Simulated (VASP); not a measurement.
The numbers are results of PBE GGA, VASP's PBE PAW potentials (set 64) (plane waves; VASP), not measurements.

The input files of a VASP run:

KPOINTS:
```
Automatic mesh
0
Gamma
 6 6 4
0 0 0
```

**INCAR**
```
! general
SYSTEM =PtSe2
PREC   =Accurate
ENCUT  =400
LREAL  =.FALSE.   ! projection in real space or not
LASPH  =.TRUE.   ! aspherical one-centre terms

! electronic loop
EDIFF  =1E-6
NELM   =100
ALGO   =VeryFast
LMAXMIX=6   ! l cut-off of mixed one-centre charges

! smearing
ISMEAR =0
SIGMA  =0.05

! functional
GGA    =PE   ! PBE

! ions
ISIF   =2   ! forces and stress, cell fixed

! output
LWAVE  =.FALSE.
LCHARG =.FALSE.
```

### POSCAR
```
PtSe2
3.80460
  0.5000000000  -0.8660253377   0.0000000000
  0.5000000000   0.8660253377   0.0000000000
  0.0000000000   0.0000000000   1.3619302949
Pt Se
1 2
direct
  0.0000000000   0.0000000000   0.0000000000
  0.3333330000   0.6666670000   0.2550000000
  0.6666670000   0.3333330000   0.7450000000
```

POTCAR, in this order: Pt Se (PBE.64 set). Program: vasp_std.

What VASP printed:

### OSZICAR
```
       N       E                     dE             d eps       ncg     rms          rms(c)
RMM:   1     0.211923258439E+03    0.21192E+03   -0.61314E+03   360   0.890E+02
RMM:   2     0.495439948571E+02   -0.16238E+03   -0.15701E+03   360   0.219E+02
RMM:   3     0.471217914200E+01   -0.44832E+02   -0.45035E+02   360   0.103E+02
RMM:   4    -0.795988211410E+01   -0.12672E+02   -0.10193E+02   360   0.566E+01
RMM:   5    -0.123073623893E+02   -0.43475E+01   -0.33184E+01   360   0.289E+01
RMM:   6    -0.139444700190E+02   -0.16371E+01   -0.12588E+01   360   0.166E+01
RMM:   7    -0.145926648541E+02   -0.64819E+00   -0.52487E+00   360   0.982E+00
RMM:   8    -0.148483159276E+02   -0.25565E+00   -0.21500E+00   360   0.587E+00
RMM:   9    -0.149815941533E+02   -0.13328E+00   -0.11837E+00   906   0.348E+00
RMM:  10    -0.150107865855E+02   -0.29192E-01   -0.21107E-01   875   0.131E+00
RMM:  11    -0.150140053074E+02   -0.32187E-02   -0.25192E-02   895   0.592E-01
RMM:  12    -0.150148845090E+02   -0.87920E-03   -0.82924E-03   870   0.261E-01    0.113E+01
RMM:  13    -0.145523458819E+02    0.46254E+00   -0.47151E+00  1408   0.131E+01    0.713E+00
RMM:  14    -0.142675279188E+02    0.28482E+00   -0.75303E-01  1337   0.476E+00    0.360E+00
RMM:  15    -0.142446911846E+02    0.22837E-01   -0.33510E-02   843   0.151E+00    0.679E-01
RMM:  16    -0.142445810352E+02    0.11015E-03   -0.42497E-03   810   0.507E-01    0.179E-01
RMM:  17    -0.142446246453E+02   -0.43610E-04   -0.97121E-04   797   0.245E-01    0.513E-02
RMM:  18    -0.142446262103E+02   -0.15650E-05   -0.12863E-04   826   0.919E-02    0.173E-02
RMM:  19    -0.142446317070E+02   -0.54968E-05   -0.28695E-05   834   0.354E-02    0.515E-03
RMM:  20    -0.142446324110E+02   -0.70394E-06   -0.66598E-06   699   0.160E-02
   1 F= -.14244632E+02 E0= -.14243406E+02  d E =-.245187E-02
```

### OUTCAR
```
------------------------ aborting loop because EDIFF is reached ----------------------------------------
  FORCE on cell =-STRESS in cart. coord.  units (eV):
  Direction    XX          YY          ZZ          XY          YZ          ZX
  --------------------------------------------------------------------------------------
  Total       -0.9672812     -0.9672810     -0.8103060      0.0000000      0.0000000      0.0000000
  in kB      -23.8589221    -23.8589185    -19.9869776      0.0000000      0.0000000      0.0000000
  external PRESSURE =     -22.5682727 kB  Pullay stress =       0.0000000 kB
  volume of cell :       64.95
      direct lattice vectors                 reciprocal lattice vectors
     1.902300000 -3.294880000  0.000000000     0.262839720 -0.151750595  0.000000000
     1.902300000  3.294880000  0.000000000     0.262839720  0.151750595  0.000000000
     0.000000000  0.000000000  5.181600000     0.000000000  0.000000000  0.192990582
 POSITION                                       TOTAL-FORCE (eV/Angst)
 -----------------------------------------------------------------------------------
      0.00000      0.00000      0.00000        -0.000000     -0.000000      0.000000
      1.90230      1.09830      1.32131        -0.000000     -0.000000     -0.440995
      1.90230     -1.09830      3.86029         0.000000      0.000000      0.440995
 -----------------------------------------------------------------------------------
    total drift:                                0.000000     -0.000000      0.000000
  FREE ENERGIE OF THE ION-ELECTRON SYSTEM (eV)
  ---------------------------------------------------
  free  energy   TOTEN  =       -14.2446324110 eV

  energy  without entropy=      -14.2421805408  energy(sigma->0) =      -14.24340648
```
(Selected blocks of OUTCAR.)

File OUTCAR:
```
 val. band max:        5.5967285861   @ k =   0.0000   0.1667   0.2500

 cond. band min:       5.6492198604   @ k =  -0.0000   0.3333   0.2500


 Fermi energy:         5.6078907224

 k-point     1 :       0.0000    0.0000    0.0000
  band No.  band energies     occupation
      1      -9.4373      2.00000
      2      -7.0409      2.00000
      3      -0.9929      2.00000
      4      -0.1748      2.00000
      5      -0.1747      2.00000
      6       2.0529      2.00000
      7       2.0529      2.00000
      8       3.2122      2.00000
      9       4.6835      2.00000
     10       4.6835      2.00000
     11       6.0391      0.00000
     12       6.8943      0.00000
     13       6.8943      0.00000
     14       9.3473      0.00000
     15       9.4093      0.00000

 k-point     2 :       0.1667    0.0000    0.0000
  band No.  band energies     occupation
      1      -9.1698      2.00000
      2      -7.1349      2.00000
      3      -0.6537      2.00000
      4      -0.0095      2.00000
      5       0.0105      2.00000
      6       1.5667      2.00000
      7       1.8874      2.00000
      8       2.7137      2.00000
      9       3.9857      2.00000
     10       4.3807      2.00000
     11       5.0900      2.00000
     12       6.9434      0.00000
     13       7.0363      0.00000
     14      10.6273      0.00000
     15      10.7172      0.00000

 k-point     3 :       0.3333   -0.0000    0.0000
  band No.  band energies     occupation
      1      -8.4954      2.00000
      2      -7.3760      2.00000
      3      -0.3508      2.00000
      4       0.2944      2.00000
      5       0.3807      2.00000
      6       0.7847      2.00000
      7       1.8468      2.00000
      8       2.3249      2.00000
      9       3.2640      2.00000
     10       3.4894      2.00000
     11       3.7371      2.00000
     12       6.6229      0.00000
     13       7.4858      0.00000
     14      10.2464      0.00000
     15      11.8555      0.00000
...
```

Unless said otherwise, spin-orbit coupling is left out, though it shifts the bands of the heavy elements here.

The compound is PtSe2 in the 1T layered structure. The cell was not relaxed at this level. The k-mesh is coarse (spacing up to 0.32 per Å, 2π included), so the numbers may not be converged in it. The run is one of a series of settings (ALGO = VeryFast against the base run), some of them coarse on purpose.
